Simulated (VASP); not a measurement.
A run of VASP 6.6.1 is set up as follows.

The input INCAR:

```
PREC = Accurate
ENCUT = 450
EDIFF = 1E-5
ISMEAR = 0
SIGMA = 0.03
LREAL = Auto
LASPH = True
NELM = 120
ALGO = Normal
ISIF = 2
LWAVE = False
LCHARG = False
ISPIN = 2
MAGMOM = 3 0 0 0 0 0 0 0 0 0 0 0 0 0 0 0 0 0 0 0 0 0 0 0
LORBIT = 11
NUPDOWN = 3
LMAXMIX = 4
LDAU = True
LDAUTYPE = 2
LDAUL = 2 -1
LDAUU = 5 0
LDAUJ = 0 0
LDAUPRINT = 1
GGA = PS
ISYM = 0
KPAR = 4
```

KPOINTS

```
regular mesh
0
Gamma
  3 5 5
```

File POSCAR:

```
CuC23                                   
1.0
    0.0000000000      5.3503200000      5.3503200000
    3.5668800000      0.0000000000      3.5668800000
    3.5668800000      3.5668800000      0.0000000000
  Cu              C             
     1    23
Direct
     0.9891749490426134    0.0052091512536081    0.0054988447280119
     0.0029833938042725    0.0004793177971766    0.4986144325602015
     0.0030015768242495    0.4974039034356876    0.0018205757770853
     0.0038018294796008    0.4973758251577220    0.4983619859358297
     0.3325028267884217    0.0024397373003014    0.0035789567684408
     0.3382852002068796    0.9989541686812496    0.4946311073001776
     0.3382167926508654    0.4937469691118515    0.0000188991123135
     0.3334055189565009    0.5004304555073145    0.5015859143022854
     0.6669475065027305    0.9985590306757702    0.9998292278683700
     0.6612632097800928    0.0016231510021443    0.5076013228733718
     0.6612797851069758    0.5062738450434873    0.0029584116472518
     0.6679956482958720    0.4993898586836265    0.5006521836551162
     0.0947462908123754    0.1373276683037249    0.1385759037547215
     0.0984962101536573    0.1353810731281372    0.5820148048432495
     0.0983352020918146    0.5815419593676894    0.1363484174090810
     0.0856986152007730    0.6239943290718488    0.6253218106889851
     0.4247719511482543    0.1186351899916196    0.1196288881515760
     0.4126602323489508    0.1254810149101218    0.6324452504321406
     0.4126845905428448    0.6313086280815602    0.1266770749158437
     0.4183487154567493    0.6238590820616761    0.6249845809179163
     0.7058362312015017    0.1481026222974404    0.1494633762535585
     0.7517038405515087    0.1257886959868203    0.6249047526141768
     0.7517233941898036    0.6235922682750099    0.1271054689868618
     0.7501194888627183    0.6245020548744306    0.6257768085034408
```

Potentials or basis: VASP PAW PBE potentials, release 64 (Cu, C).

Run with:

```console
$ cat potpaw_PBE.64/Cu/POTCAR potpaw_PBE.64/C/POTCAR > POTCAR
$ mpirun -np 4 vasp_std > vasp.out
```

**Question.** What does it give for the largest force?

**Answer.** 0.040 eV/Å.

Forces on the atoms (eV/Å):
```
Cu  -0.030  0.027  0.005
C    0.003 -0.003  0.001
C    0.000 -0.009 -0.002
C    0.008  0.000 -0.008
C    0.016 -0.002 -0.003
C   -0.007 -0.002 -0.006
C   -0.011  0.004 -0.009
C    0.016  0.004 -0.002
C    0.006  0.000  0.002
C    0.014 -0.010 -0.002
C    0.013 -0.007 -0.006
C   -0.007  0.007  0.005
C   -0.013 -0.009 -0.003
C    0.006 -0.004  0.000
C   -0.009  0.008 -0.007
C    0.011 -0.015  0.000
C   -0.013 -0.001 -0.004
C    0.004  0.000  0.008
C    0.000 -0.002 -0.003
C   -0.008  0.003  0.007
C   -0.010  0.014  0.018
C   -0.001 -0.003  0.007
C    0.002 -0.001  0.000
C    0.006 -0.001  0.001
```

Caveat: the PAW data sets were made with another functional, which shifts forces and pressure a little; the total moment is fixed, so each spin has its own Fermi level; the U is typed as a test and isn't derived for this compound. The state reached can hang on the start; a lower one may exist.
